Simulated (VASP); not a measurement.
Crystal: Si2Sb2Te.

```
CELL_PARAMETERS angstrom
3.90000 0.00000 0.00000
-1.95000 3.37750 0.00000
0.00000 0.00000 10.05000
ATOMIC_POSITIONS crystal
Si 0.33333 0.66667 0.46300
Si 0.66667 0.33333 0.53700
Sb 0.33333 0.66667 0.20400
Sb 0.66667 0.33333 0.79600
Te 0.00000 0.00000 0.00000
```

The cell was built by a generator and needn't be a form met in nature.

```yaml
Program: VASP 6.6.1
Task: relaxation of cell and atoms
Functional: PBE
Potentials_or_basis: VASP PAW PBE potentials, release 64 (Si, Sb, Te)
Cutoff: 520 eV
k_mesh: 4 × 4 × 2
Occupations: gaussian, width 0.15 eV
Spin: no spin polarisation
```

At the start: pressure 3.5 GPa; volume 26.48 Å³/atom.

**Question.** How do energy, volume and symmetry change on relaxing?

**Answer.** Over 6 steps the energy falls by 23.2 meV/atom and the volume is 27.68 Å³/atom (+4.6 %); space group P-3m1 (No. 164, to 0.05 Å).

Step by step:
```
step  energy change (eV)  largest force (eV/Å)  pressure (GPa)  volume (Å³)
   1              0.0000                0.4211            3.45       132.38
   2             -0.0796                0.1471           -1.87       143.56
   3             -0.1058                0.1923           -0.29       139.59
   4             -0.1118                0.1481           -0.13       138.94
   5             -0.1151                0.0899            0.15       137.97
   6             -0.1162                0.0095            0.02       138.41
```

Final structure:
```
CELL_PARAMETERS angstrom
3.91547 0.00000 0.00000
-1.95774 3.39090 0.00000
0.00000 0.00000 10.42485
ATOMIC_POSITIONS crystal
Si 0.33333 0.66667 0.46585
Si 0.66667 0.33333 0.53415
Sb 0.33333 0.66667 0.20770
Sb 0.66667 0.33333 0.79230
Te 0.00000 0.00000 0.00000
```

Caveat: the k mesh is coarse (spacing up to 0.47 Å⁻¹), so the values aren't converged.
